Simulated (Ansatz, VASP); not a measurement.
# AlNi in two plane-wave programs, part 2 of 2

Aim: how closely do two programs agree when they are given the same cell, functional and k mesh? The cell is taken from a series of runs on this material, whose earlier steps may have relaxed, scaled, displaced or heated it; both programs get it as it stands.

VASP 6.6.1 and Ansatz 0.2.0.

So far: The structure; VASP: zone-centre phonons, LDA.

### 3. Ansatz: zone-centre phonons, LDA

Level of this step: Ansatz beside VASP: Kohn-Sham DFT, plane waves, LDA (Ansatz).

Ansatz runs on its PAW soft_1 files.

The same cell, functional (in two slightly different forms), mesh and smearing now go to Ansatz, which takes its cutoff from its data sets.

File input.yaml:

```yaml
crystal:
  lattice:
    - [2.8602357871, 0.0, 0.0]
    - [0.0, 2.8602357871, 0.0]
    - [0.0, 0.0, 2.7999838052]
  atoms:
    - { symbol: Al, position: [0.0, 0.0, 0.0] }
    - { symbol: Ni, position: [0.5, 0.5, 0.5] }
kpoints:
  mp_grid: { grid: [16, 16, 16] }
hamiltonian:
  xc: lda
  pseudopotentials: { kind: paw, azcp: { folder: soft_1 }, xc_functional: pbe }
scf:
  occupations: { method: methfessel_paxton, width: 0.2 }
output:
  eigenvalues: true
phonons:
  method: dfpt
```

On the command line:

```
$ ansatz run input.yaml --threads 4 --pin off --max-ram 10240MiB --backend cpu --events-out ev --progress --plain --runs-dir out
```

Numbers of over 12 decimals in the logs are rounded to 6 here.

The log of the run:

```text
zone centre: on kpoints.mp_grid the ground state, and the responses unless they are solved on pairs of k-points, stand on 729 of the mesh's 4096 k-points, reduced under 8 symmetry operations, with k and −k counted as one. Each operation leaves every solved displacement unchanged or reverses it
Engine: ansatz 0.2.0, aarch64-unknown-linux-gnu
Pseudopotentials: kind: paw
Pseudopotential: Al, paw, valence charge 3, recommended cutoff 420 eV (normal), soft_1/Al.paw.azcp
Pseudopotential: Ni, paw, valence charge 18, recommended cutoff 420 eV (normal), soft_1/Ni.paw.azcp
Functional definition: SPW92
  exchange = slater_x
  correlation = pw_c
Crystal: 2 atoms, lattice volume = 22.907 Å³
Basis set: ecut = 420 eV, 461 PW (Γ), exchange–correlation on 40×40×40 points (8 copies of the dense FFT grid, shifted against one another)
Bands: 15, of which v1, the nominal top of the filled ones, is band 11 counted from 1 (10 counted from 0)
Symmetry: 16 space group operations
k-points: 729 of 4096 (irreducible under 8 space group operations)
Non-local potential: Al, projectors of the file, l = 0: 2, l = 1: 2, l = 2: 1
Non-local potential: Ni, projectors of the file, l = 0: 3, l = 1: 2, l = 2: 3, l = 3: 1
PAW form: soft (Blöchl's): semilocal exchange-correlation on the pseudo side does not see the compensation charge
PAW frozen core: Al, regenerated for the run's functional, and the local potential with it (the file was generated under x = pbe(κ = 0.804, μ = 0.219515), c = pbe(β = 0.066725))
PAW frozen core: Ni, regenerated for the run's functional, and the local potential with it (the file was generated under x = pbe(κ = 0.804, μ = 0.219515), c = pbe(β = 0.066725))
PAW one-centre angular grid: Al, 110 points (default); XC on 64 Gauss nodes
PAW one-centre angular grid: Ni, 590 points (default); XC on 64 Gauss nodes
Initial density: superposition of atomic densities (chi_scale 0.1, normalization cell, long waves kept (reshape's long-wave potential 0.00 eV rms))
Initial wavefunctions: pseudopotential atomic-orbital guess
Functional: x = slater, c = lda
SCF iter   1: F=—  HF=-6288.061463 eV  |F-HF|=—  |Δ(HF+E_count)|=         —  Δρ=7.49e-2  dr2=1.37e0  ethr=3.10e-3  ⟨swp⟩=4.0  Hψ=48507  notcnv=0
preconditioner: auto → none  [metal: Δε(μ)=0.024 eV  Ē_g=10.449 eV  σ=0.200 eV  W_gap=0.10  n_scr=6 (ndim 8)  ℏωp=28.0 eV  f_vac=0.000  D(μ)=0.60/eV (n_scr^D=0)  sad-step TF]
SCF iter   2: F=—  HF=-6287.885124 eV  |F-HF|=—  |Δ(HF+E_count)|=   1.76e-1  S|Δr|=    0.00e0  Δρ=5.81e-2  dr2=8.56e-1  ethr=3.10e-3  ⟨swp⟩=2.0  Hψ=19542  notcnv=0  defer=160
SCF iter   3: F=—  HF=-6287.685150 eV  |F-HF|=—  |Δ(HF+E_count)|=   2.00e-1  S|Δr|=    0.00e0  Δρ=1.81e-2  dr2=7.42e-2  ethr=3.10e-3  ⟨swp⟩=2.0  Hψ=13920  notcnv=0  defer=160
SCF iter   4: F=—  HF=-6287.671388 eV  |F-HF|=—  |Δ(HF+E_count)|=   1.38e-2  S|Δr|=    0.00e0  Δρ=4.88e-3  dr2=3.03e-3  ethr=3.53e-4  ⟨swp⟩=1.8  Hψ=17869  notcnv=0  defer=150
SCF iter   5: F=—  HF=-6287.671327 eV  |F-HF|=—  |Δ(HF+E_count)|=   6.12e-5  S|Δr|=    0.00e0  Δρ=1.48e-3  dr2=2.33e-4  ethr=1.44e-5  ⟨swp⟩=2.2  Hψ=14401  notcnv=0  defer=150
SCF iter   6: F=—  HF=-6287.671255 eV  |F-HF|=—  |Δ(HF+E_count)|=   7.20e-5  S|Δr|=    0.00e0  Δρ=3.87e-4  dr2=1.67e-5  ethr=1.11e-6  ⟨swp⟩=2.4  Hψ=16062  notcnv=0  defer=150
SCF iter   7: F=—  HF=-6287.671247 eV  |F-HF|=—  |Δ(HF+E_count)|=   7.48e-6  S|Δr|=    0.00e0  Δρ=5.14e-5  dr2=3.13e-7  ethr=7.96e-8  ⟨swp⟩=2.2  Hψ=15150  notcnv=0  defer=150
SCF iter   8: F=—  HF=-6287.671267 eV  |F-HF|=—  |Δ(HF+E_count)|=   1.96e-5  S|Δr|=    0.00e0  Δρ=3.56e-6  dr2=1.69e-9  ethr=1.49e-9  ⟨swp⟩=2.2  Hψ=15267  notcnv=0  defer=150
SCF iter   9: F=-6287.671267 eV  HF=-6287.671267 eV  |F-HF|=5.46e-12  |Δ(HF+E_count)|=  2.78e-10  S|Δr|=    0.00e0  Δρ=2.44e-7  dr2=8.51e-12  ethr=1.00e-12  ⟨swp⟩=5.1  Hψ=55136  notcnv=0
SCF 1 converged in 9 iterations: F = -6287.671267 eV  dr2 = 8.51e-12
  greatest PAW one-centre occupation: 1.001 electrons in one spin orbital (limit 2), on the Ni atom at site 1 (counted from 0), in its partial waves of l = 1
DFPT response loops at Γ: preconditioner auto → Kerker (q_TF=auto, 2.689 Å⁻¹) (partly filled bands, converged f_vac=0.000); β = 1.00, the filter's whole step (`scf.mixing.beta` (0.50) is not read by the response loops under this deck's `scf.mixing.preconditioner`; to damp them name `kerker` or `kerker_dos`, under which they read `scf.mixing.beta`, and type it under 1.00, their step now; both keys bind the ground state too); Broyden in place of MSR1
SCF converged after 9 iterations
Stability not checked: this state was not tested for a lower state beside it, because cold or Methfessel-Paxton smearing, or corrected tetrahedra, fill the levels in a way that the test cannot read (fill_not_monotonic; see scf.lower_state_search)
Free energy (F): -6287.671267 eV
Harris-Foulkes:  -6287.671267 eV  (|F-HF|=5.46e-12)
Internal energy: -6287.671697 eV  (E = F + TS)
E sigma→0 (E₀):  -6287.671375 eV
Entropy (-TS):   0.000430 eV (0.215 meV/atom)
Fermi energy:    14.277288 eV
--- Per-component energies (eV) ---
  E_band       = -328.799482
  E_kinetic    = 370.585207
  E_local      = -3692.482171  (includes V_loc(G=0)·N_el)
  E_nonlocal   = -101.838727
  E_hartree    = 1939.986686
  E_xc         = -152.270282
  E_vxc        = -178.486430  (∫ρ·V_xc dr)
  E_paw        = -2037.582098  (= ΣΔE_a)
  E_vpaw       = -606.551263  (= ΣTr[D̂ρ^β])
  E_aug_tail   = 0.000760  (compensation charges beyond the density's cutoff)
  E_ewald      = -2614.560909
  E_core_change = 0.489838  (= ΣΔE_core)
  E_smearing   = 0.000430  (= −TS)
  E_closure    = 0.000000  (closes the sum)
  Σ components = -6287.671267   (vs F -6287.671267, Δ=0.00e0)
--- Band table (eV; the first three rows and the last of 729) ---
  k-point 0: bands = [... 7 lower, 12.5915, 12.6610, 12.6610, 19.6509, 19.6509, 20.4387, 22.5127, 22.6583]
  k-point 1: bands = [... 7 lower, 12.5956, 12.6239, 12.6239, 19.5495, 19.7525, 19.7525, 22.5164, 23.4240]
  k-point 2: bands = [... 7 lower, 12.5217, 12.5217, 12.6075, 18.0714, 20.0489, 20.0489, 22.5272, 24.5187]
  k-point 728: bands = [... 7 lower, 13.2054, 13.2641, 16.2178, 16.2178, 16.2638, 18.2528, 18.8139, 19.0512]
--- Phonons (Γ-DFPT): 4 representative perturbations + reference, on 729 of 4096 k-points (Σ response iterations 12) ---
  k mesh reduced under 8 symmetry operations, with k and −k counted as one. Each operation leaves every solved displacement unchanged or reverses it
  ASR residual: 1.272e-4 → 0.000e0 eV/Å²; symmetrization residual: 1.385e-6 eV/Å²
  ASR residual per site (eV/Å²): 2.36e-5 1.27e-4
  Γ frequencies (cm⁻¹): 0.00 0.00 0.00 301.00 302.18 302.18
  non-analytic LO–TO correction: not included (Born effective charges unavailable; polar crystals: no LO–TO splitting at Γ)
```

### 4. Side by side

Known differences besides the potentials themselves: the two LDA forms differ slightly; the data sets hold 21 valence electrons in Ansatz (on its PAW soft_1 files) and 13 in VASP; the cutoff is 420 eV in Ansatz and 600 eV in VASP; VASP's log shows a relativistic correction to its local exchange, Ansatz's none. Total energies have different zeros and are not compared.

The two programs side by side:

```csv
quantity,Ansatz,VASP,difference
optical mode 1 (cm⁻¹),301.0,303.2,-0.73 %
optical mode 2 to 3 (cm⁻¹),302.2,304.7,-0.83 %
```

Modes are paired by rising frequency, not by their patterns, so a pair may set unlike modes beside each other; they are those without the splitting of longitudinal modes.

### 5. Outcome

```yaml
r_m_s_difference_of_the_optical_zone_centre_modes_each_program_s_sorted_by_frequency_zone_centre_phonons_lda: 2.4 cm⁻¹
difference_in_optical_mode_2_to_3_zone_centre_phonons_lda: -0.8 %
```

The r.m.s. difference of the optical zone-centre modes, each program's sorted by frequency is 2.4 cm⁻¹ (zone-centre phonons, LDA). The data sets hold unlike numbers of valence electrons (21 in Ansatz and 13 in VASP), so part of the differences comes from the potentials. Among the rows given in per cent, the largest difference of the zone-centre phonons, LDA pair is in optical mode 2 to 3, -0.8 %. How closely two codes agree says nothing of how well the functional describes the real material.

[Lines on the potential files, build, host, timing and source positions are cut from VASP's logs without a mark.]

[Logs are printed without paths, hosts, clocks, repeated set-up lines and the standing remarks that a program may print on its own settings, such as how far it seeks lower states.]

[Hosts, paths, dates, database ids (printed as entryN), source tags and the programs' standing remarks are cut or masked in the printed files.]
